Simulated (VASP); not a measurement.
CdO (rock salt), at 1.04 of the tabulated volume:

```
CELL_PARAMETERS angstrom
      0.00000     2.38092     2.38092
      2.38092     0.00000     2.38092
      2.38092     2.38092     0.00000
ATOMIC_POSITIONS crystal
  Cd 0.00000 0.00000 0.00000
  O  0.50000 0.50000 0.50000
```

The lowest empty band near Γ, direction [100], from mBJ (TB09) with spin-orbit coupling in VASP (PAW); its two spin partners are averaged. The gap over the points computed is 1.32 eV, and the next band on that side lies 15.65 eV away at the edge.

Run with 520 eV cut-off, 11×11×11 Γ-centred mesh, Gaussian smearing of 0.050 eV, potentials Cd O.

| distance from the edge in k (1/Å) | distance in energy (meV) |
|---|---|
| 0.018 | 5.3 |
| 0.025 | 10.2 |
| 0.035 | 19.9 |
| 0.050 | 40.4 |
| 0.070 | 78.5 |

### Question
Fit E(1 + αE) = ħ²k²/2m* (ħ²/2m0 = 3.810 eV Å²) and predict the row at 0.095 1/Å.

### Answer
Least squares on the energies gives the electron mass m* = 0.233 m0 and α = 0.24 per eV, and so 142.4 meV. The run gave 142.4 meV, -0.0 meV from the fit.

Left out are points under 3 meV from the edge, since the levels carry 0.1 meV, and points farther than half the way to the next band.

The compound is CdO in the rock salt structure. The cell was not relaxed at this level.
